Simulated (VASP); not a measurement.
Band gaps of NaI (rock salt) from VASP (PAW), without and with spin-orbit coupling. Semilocal levels are at their own relaxed cell, hybrids and mBJ at PBE's; 0.00 means no gap at that level. Unless said otherwise, spin-orbit coupling is left out, though it shifts the bands of the heavy elements here.

The cell of the PBE run:

```
CELL_PARAMETERS angstrom
      0.00000     3.25665     3.25665
      3.25665     0.00000     3.25665
      3.25665     3.25665     0.00000
ATOMIC_POSITIONS crystal
  Na 0.00000 0.00000 0.00000
  I  0.50000 0.50000 0.50000
```

```json
[
 {"level": "PBE", "gap without SOC (eV)": "3.59", "gap with SOC (eV)": "?", "shift (eV)": "?"},
 {"level": "PBEsol", "gap without SOC (eV)": "3.60", "gap with SOC (eV)": "?", "shift (eV)": "?"}
]
```

Question: Complete the blanks.

Answer: 
- PBE, gap with SOC (eV): 3.26
- PBE, shift (eV): -0.33
- PBEsol, gap with SOC (eV): 3.26
- PBEsol, shift (eV): -0.34

Only levels that ran to the end are used. Left out are those held back, those with too coarse a band path, GW runs whose mesh misses a band edge, hybrids' fits of cells that aren't cubic and levels without matching references; a question may draw on a part of the rest.

The compound is NaI in the rock salt structure.
